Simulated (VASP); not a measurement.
Method: PBEsol GGA, VASP's PBE PAW potentials (set 64) (plane waves; VASP).

A VASP calculation is set up with these files.

**INCAR**
```
# general
SYSTEM   =  ZnCdO2
PREC     =  Accurate
ENCUT    =  520
LREAL    =  .False.   # projection in real space or not
LASPH    =  .True.   # aspherical one-centre terms

# electronic loop
EDIFF    =  1E-7
NELM     =  100
ALGO     =  Normal   # blocked Davidson
LMAXMIX  =  4   # l cut-off of mixed one-centre charges

# smearing
ISMEAR   =  -5

# functional
GGA      =  PS   # PBEsol

# ions
ISIF     =  2

# output
LWAVE    =  .False.
LCHARG   =  .True.
LORBIT   =  11
NEDOS    =  601

# other
LEFG     =  .True.
```

File KPOINTS:
```
Automatic mesh
0
Gamma
12 12 6
0 0 0
```

POSCAR:
```
ZnCdO2
3.3847620
  0.9999999881   0.0000000000   0.0000000000
 -0.4999999941   0.8660254124   0.0000000000
  0.0000000000   0.0000000000   1.6597593454
Zn Cd O
1 1 2
Cart
  0.0000000000   0.0000000000   1.6556412325
  0.5000004940   0.2886748488   0.8113757600
  0.5000004940   0.2886748488   0.1618885496
  0.9999999881   0.0000000000   1.0823163542
```

POTCAR, in this order: Zn Cd O (PBE.64 set). Program: vasp_std.

What VASP printed:

File OSZICAR:
```
       N       E                     dE             d eps       ncg     rms          rms(c)
DAV:   1     0.312232067135E+03    0.31223E+03   -0.19461E+04  4424   0.202E+03
DAV:   2     0.707980629381E+01   -0.30515E+03   -0.29411E+03  4712   0.449E+02
DAV:   3    -0.206891914876E+02   -0.27769E+02   -0.27576E+02  5222   0.142E+02
DAV:   4    -0.211174759441E+02   -0.42828E+00   -0.42792E+00  4760   0.191E+01
DAV:   5    -0.211206253281E+02   -0.31494E-02   -0.31492E-02  5198   0.160E+00    0.154E+01
DAV:   6    -0.178449023919E+02    0.32757E+01   -0.12821E+01  7036   0.726E+01    0.105E+01
DAV:   7    -0.179596410016E+02   -0.11474E+00   -0.25072E+00  4490   0.183E+01    0.685E+00
DAV:   8    -0.180076599816E+02   -0.48019E-01   -0.12359E+00  5094   0.105E+01    0.247E+00
DAV:   9    -0.178994696674E+02    0.10819E+00   -0.33298E-01  5878   0.784E+00    0.479E-01
DAV:  10    -0.179013795078E+02   -0.19098E-02   -0.52936E-02  4406   0.185E+00    0.130E-01
DAV:  11    -0.179015650579E+02   -0.18555E-03   -0.15501E-03  5456   0.496E-01    0.104E-01
DAV:  12    -0.179015841922E+02   -0.19134E-04   -0.19746E-04  5968   0.171E-01    0.307E-02
DAV:  13    -0.179015933142E+02   -0.91220E-05   -0.36313E-05  4758   0.571E-02    0.156E-02
DAV:  14    -0.179015941610E+02   -0.84677E-06   -0.50307E-06  4982   0.274E-02    0.862E-03
DAV:  15    -0.179015942388E+02   -0.77809E-07   -0.24087E-06  5908   0.162E-02    0.336E-03
DAV:  16    -0.179015942010E+02    0.37751E-07   -0.37835E-07  4910   0.645E-03
   1 F= -.17901594E+02 E0= -.17901594E+02  d E =0.000000E+00
```

### OUTCAR
```
------------------------ aborting loop because EDIFF is reached ----------------------------------------
  FORCE on cell =-STRESS in cart. coord.  units (eV):
  Direction    XX          YY          ZZ          XY          YZ          ZX
  --------------------------------------------------------------------------------------
  Total        0.0002078      0.0002078      0.0841783     -0.0000000     -0.0000000      0.0000000
  in kB        0.0059725      0.0059725      2.4196399     -0.0000000     -0.0000000      0.0000000
  external PRESSURE =       0.8105283 kB  Pullay stress =       0.0000000 kB
  volume of cell :       55.74
      direct lattice vectors                 reciprocal lattice vectors
     3.384761960  0.000000000  0.000000000     0.295441751  0.170573371  0.000000000
    -1.692380980  2.931289907  0.000000000     0.000000000  0.341146741  0.000000000
     0.000000000  0.000000000  5.617890362     0.000000000  0.000000000  0.178002762
 POSITION                                       TOTAL-FORCE (eV/Angst)
 -----------------------------------------------------------------------------------
      0.00000      0.00000      5.60395         0.000000     -0.000000     -0.013513
      1.69238      0.97710      2.74631         0.000000      0.000000     -0.009900
      1.69238      0.97710      0.54795        -0.000000     -0.000000      0.012095
      0.00000      0.00000      3.66338        -0.000000      0.000000      0.011317
 -----------------------------------------------------------------------------------
    total drift:                               -0.002331      0.001346      0.001692
  FREE ENERGIE OF THE ION-ELECTRON SYSTEM (eV)
  ---------------------------------------------------
  free  energy   TOTEN  =       -17.9015942010 eV

  energy  without entropy=      -17.9015942010  energy(sigma->0) =      -17.90159420

 total charge

# of ion       s       p       d       tot
------------------------------------------
    1        0.450   0.449   9.882  10.781
    2        0.380   0.334   9.632  10.346
    3        1.551   3.375   0.000   4.926
    4        1.554   3.405   0.000   4.959
--------------------------------------------------
tot          3.936   7.562  19.514  31.012
```
(Selected blocks of OUTCAR.)

For a metal the tetrahedron method with Blöchl corrections gives inexact stress and forces.

The structure comes from a computed database's ZnCdO2 entry (P3m1); how it stands against other phases isn't given here. It was relaxed first, which changed the volume by -5 %.
